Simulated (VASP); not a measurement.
These are vdW-DF-cx, VASP's PBE PAW potentials (set 64) (plane waves; VASP) values and carry that method's errors.

VASP input:

INCAR:
```
SYSTEM = As
PREC = Accurate
ENCUT = 520
EDIFF = 1E-7
NELM = 100
ALGO = Normal
LREAL = .FALSE.
LASPH = .TRUE.
ISMEAR = 1
SIGMA = 0.1
GGA = CX
LUSE_VDW = .TRUE.
AGGAC = 0.0
LMAXMIX = 4
LWAVE = .FALSE.
LCHARG = .FALSE.
ISIF = 4
IBRION = 2
NSW = 30
EDIFFG = -0.01
```

File POSCAR:
```
As
1.0
  3.4980992055  -1.8630619299  -0.0460215828
  3.4980992055   1.8630619299  -0.0460215828
  2.5464115039   0.0000000000   3.0373677146
As
2
Direct
  0.2302651951   0.2302651951   0.2302651951
  0.7697348049   0.7697348049   0.7697348049
```

**KPOINTS**
```
Automatic mesh
0
Gamma
12 12 12
0 0 0
```

POTCAR, in this order: As (PBE.64 set). Program: vasp_std.

Q: Predict the energy per atom (σ→0), band gap (on the k-mesh).

A: 
```
Quantity                                                     Value
------------------------  ----------------------------------------
energy per atom (σ→0)                               -3.294 eV/atom
band gap (on the k-mesh)  none (metal, semimetal or under 0.01 eV)
```

OSZICAR:
```
...
   4 F= -.65878802E+01 E0= -.65879114E+01  d E =-.142494E-02
       N       E                     dE             d eps       ncg     rms          rms(c)
DAV:   1    -0.658819572483E+01   -0.31556E-03   -0.17662E-02  3476   0.806E-01    0.618E-02
DAV:   2    -0.658813819760E+01    0.57527E-04   -0.50179E-04  3629   0.161E-01    0.341E-02
DAV:   3    -0.658811052334E+01    0.27674E-04   -0.12905E-04  4370   0.704E-02    0.776E-03
DAV:   4    -0.658811109134E+01   -0.56800E-06   -0.92591E-06  3554   0.246E-02    0.344E-03
DAV:   5    -0.658811110057E+01   -0.92352E-08   -0.80681E-07  4029   0.655E-03
   5 F= -.65881111E+01 E0= -.65881239E+01  d E =-.165586E-02
```

The compound is As in the a7 structure. This cell is one point of a volume scan, at 0.94 of the reference volume. Symmetry was kept, so distortions that lower it aren't found.
